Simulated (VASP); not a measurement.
```yaml
crystal:
  lattice:
    - [0.00000, 3.51288, 3.51288]
    - [3.51288, 0.00000, 3.51288]
    - [3.51288, 3.51288, 0.00000]
  atoms:
    - { symbol: K, position: [0.00000, 0.00000, 0.00000] }
    - { symbol: I, position: [0.50000, 0.50000, 0.50000] }
```

The numbers are results of optB88-vdW, VASP's PBE PAW potentials (set 64) (plane waves; VASP), not measurements. Settings: 520 eV cut-off, Gaussian smearing of 0.050 eV, potentials K_sv I.

Unless said otherwise, spin-orbit coupling is left out, though it shifts the bands of the heavy elements here.

Problem. Give the energies of bands 6 to 11 at the high-symmetry points, in eV from the valence-band maximum.

Solution. 
```
band     Γ      X      U      L      W
----  ----  -----  -----  -----  -----
6     0.00  -1.04  -0.89  -1.38  -0.76
7     0.00  -0.38  -0.79  -0.35  -0.76
8     0.00  -0.38  -0.40  -0.35  -0.63
9     3.91   4.83   5.53   5.47   6.41
10    6.41   5.74   6.63   7.70   6.41
11    6.41   8.08   7.60   8.13   6.63
```

The gap is direct, 3.91 eV, from the valence maximum at Γ to the conduction minimum at Γ.

Measured: gap 6.10 eV (computed value off by -2.19 eV), as given by Aguado et al., (1998), arXiv:cond-mat/9809176.

The compound is KI in the rock salt structure. It was relaxed first.
